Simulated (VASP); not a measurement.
OSZICAR of a VASP run on Co (hcp):

### OSZICAR
```
       N       E                     dE             d eps       ncg     rms          rms(c)
DAV:   1     0.787068396990E+02    0.78707E+02   -0.83269E+03 10204   0.167E+03
DAV:   2    -0.162257771361E+02   -0.94933E+02   -0.87752E+02  9949   0.263E+02
DAV:   3    -0.185025548651E+02   -0.22768E+01   -0.22170E+01 11860   0.573E+01
DAV:   4    -0.185399252227E+02   -0.37370E-01   -0.37357E-01 14232   0.564E+00
DAV:   5    -0.185402958820E+02   -0.37066E-03   -0.37065E-03 12369   0.539E-01    0.178E+01
DAV:   6    -0.164936782614E+02    0.20466E+01   -0.11378E+01 11006   0.733E+01    0.609E+00
DAV:   7    -0.162200587976E+02    0.27362E+00   -0.13511E+00 11727   0.240E+01    0.384E+00
DAV:   8    -0.161901349229E+02    0.29924E-01   -0.13835E-02 15668   0.154E+00    0.228E+00
DAV:   9    -0.161816519326E+02    0.84830E-02   -0.39140E-03 13149   0.102E+00    0.690E-01
DAV:  10    -0.161824199300E+02   -0.76800E-03   -0.14572E-03 13260   0.653E-01    0.125E-01
DAV:  11    -0.161822161286E+02    0.20380E-03   -0.52181E-05 12959   0.140E-01    0.758E-02
DAV:  12    -0.161821678961E+02    0.48233E-04   -0.12573E-05 15514   0.695E-02    0.363E-02
DAV:  13    -0.161821685842E+02   -0.68809E-06   -0.27068E-06 13426   0.259E-02    0.477E-03
DAV:  14    -0.161821684272E+02    0.15702E-06   -0.58237E-08  7098   0.484E-03    0.218E-03
DAV:  15    -0.161821683391E+02    0.88041E-07   -0.33699E-08  5790   0.244E-03
   1 F= -.16182168E+02 E0= -.16182369E+02  d E =-.161822E+02  mag=     2.8871
```

Q: Which electronic solver shows in the log?

A: It is blocked Davidson (ALGO = Normal, or the opening steps of other solvers). The INCAR had ALGO = Normal.

Q: How was spin treated?

A: Collinear spin (ISPIN = 2): the summary line carries one mag value, 2.89 μB in the cell.

Q: Can the final energy be trusted as converged?

A: The run converged. It stopped with EDIFF = 1E-7, NELM = 100, NSW = 30 and EDIFFG = -0.01 after 1 ionic step (LDA (Ceperley-Alder, Perdew-Zunger), plane waves, VASP's LDA PAW potentials (set 64)).

The compound is Co in the hcp structure. This cell is one point of a volume scan, at 0.94 of the reference volume.
